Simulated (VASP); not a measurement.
Calculation: PBEsol GGA, VASP's PBE PAW potentials (set 64) (plane waves; VASP 6.6.1).

A VASP calculation is set up with these files.

INCAR:
```
LCHARG = .FALSE.
SYSTEM = Rb2PdSe2
GGA = PS
ALGO = Normal
ENCUT = 400   # plane-wave cut-off (eV)
LMAXMIX = 4   # l cut-off of mixed one-centre charges
ISMEAR = 0
PREC = Accurate
NELM = 100   # most electronic steps
LREAL = .FALSE.   # projection in real space or not
EDIFF = 1E-7
LWAVE = .FALSE.
LASPH = .TRUE.
LORBIT = 11
ICHARG = 11   # fixed density
SIGMA = 0.05   # width (eV)
```

**POSCAR**
```
Rb2PdSe2
1
   -1.8965195525     3.7563336221     5.0291844380
    1.8965195525    -3.7563336221     5.0291844380
    1.8965195525     3.7563336221    -5.0291844380
Rb Pd Se
2 1 2
Direct
  0.6943675793   0.1943675793   0.5000000000
  0.3056324207   0.8056324207   0.5000000000
  0.0000000000   0.0000000000   0.0000000000
  0.2126712993   0.5000000000   0.7126712993
  0.7873287007   0.5000000000   0.2873287007
```

**KPOINTS**
```
k-points along high-symmetry lines
8
Line-mode
Reciprocal
  0.000000   0.000000   0.000000 ! GAMMA
  0.500000   0.500000  -0.500000 ! X

  0.500000   0.500000  -0.500000 ! X
  0.285045   0.714955  -0.285045 ! F_2

 -0.285045   0.285045   0.285045 ! SIGMA_0
  0.000000   0.000000   0.000000 ! GAMMA

  0.000000   0.000000   0.000000 ! GAMMA
  0.392076  -0.392076   0.392076 ! Y_0

  0.607924   0.392076  -0.392076 ! U_0
  0.500000   0.500000  -0.500000 ! X

  0.000000   0.000000   0.000000 ! GAMMA
  0.000000   0.500000   0.000000 ! R

  0.000000   0.500000   0.000000 ! R
  0.250000   0.250000   0.250000 ! W

  0.250000   0.250000   0.250000 ! W
  0.500000   0.000000   0.000000 ! S

  0.500000   0.000000   0.000000 ! S
  0.000000   0.000000   0.000000 ! GAMMA

  0.000000   0.000000   0.000000 ! GAMMA
  0.000000   0.000000   0.500000 ! T

  0.000000   0.000000   0.500000 ! T
  0.250000   0.250000   0.250000 ! W
```

POTCAR, in this order: Rb_sv Pd Se (PBE.64 set). Program: vasp_std. Read from the step before: CHGCAR.

Output of the run:

### OSZICAR
```
       N       E                     dE             d eps       ncg     rms          rms(c)
DAV:   1     0.223602406359E+03    0.22360E+03   -0.15641E+04  4224   0.117E+03
DAV:   2    -0.432605782998E+01   -0.22793E+03   -0.22485E+03  5552   0.260E+02
DAV:   3    -0.191273669694E+02   -0.14801E+02   -0.14711E+02  6248   0.656E+01
DAV:   4    -0.194732805700E+02   -0.34591E+00   -0.34561E+00  6048   0.916E+00
DAV:   5    -0.194809210670E+02   -0.76405E-02   -0.76404E-02  5944   0.111E+00
DAV:   6    -0.194810003407E+02   -0.79274E-04   -0.79273E-04  5992   0.129E-01
DAV:   7    -0.194810017399E+02   -0.13992E-05   -0.13991E-05  5976   0.148E-02
DAV:   8    -0.194810017674E+02   -0.27534E-07   -0.27563E-07  5168   0.208E-03
   1 F= -.19481002E+02 E0= -.19481002E+02  d E =-.743960E-14
```

### OUTCAR
```
 val. band max:        2.2924759242   @ k =   0.0000   0.0000   0.0000

 cond. band min:       3.1827377335   @ k =   0.3571   0.1429   0.1429



 k-point     1 :       0.0000    0.0000    0.0000
  band No.  band energies     occupation
      1     -24.3997      2.00000
      2     -24.3584      2.00000
      3     -10.4785      2.00000
      4      -9.5929      2.00000
      5      -8.7454      2.00000
      6      -8.7238      2.00000
      7      -8.4688      2.00000
      8      -8.3111      2.00000
      9      -8.2727      2.00000
     10      -8.2535      2.00000
     11      -2.3077      2.00000
     12      -2.0309      2.00000
     13      -0.4846      2.00000
     14       0.2854      2.00000
     15       0.3333      2.00000
     16       0.4125      2.00000
     17       1.1500      2.00000
     18       1.2561      2.00000
     19       2.0464      2.00000
     20       2.2925      2.00000
     21       4.3971      0.00000
     22       4.5462      0.00000
     23       4.9494      0.00000
     24       6.4623      0.00000

 k-point     2 :       0.0714    0.0714   -0.0714
  band No.  band energies     occupation
      1     -24.3992      2.00000
      2     -24.3589      2.00000
      3     -10.4917      2.00000
      4      -9.6144      2.00000
      5      -8.7441      2.00000
      6      -8.6974      2.00000
      7      -8.4449      2.00000
      8      -8.3092      2.00000
      9      -8.2761      2.00000
     10      -8.2502      2.00000
     11      -2.3180      2.00000
     12      -2.0304      2.00000
     13      -0.4895      2.00000
     14       0.2070      2.00000
     15       0.3659      2.00000
     16       0.4119      2.00000
     17       1.1269      2.00000
     18       1.2609      2.00000
     19       2.0359      2.00000
     20       2.2911      2.00000
     21       4.4752      0.00000
     22       4.5510      0.00000
     23       5.0056      0.00000
     24       6.4648      0.00000

...
```

The density is held fixed in this step, so its total energy and stress have no physical meaning.

The structure comes from a computed database's Rb2PdSe2 entry (Immm); how it stands against other phases isn't given here. It was relaxed first.
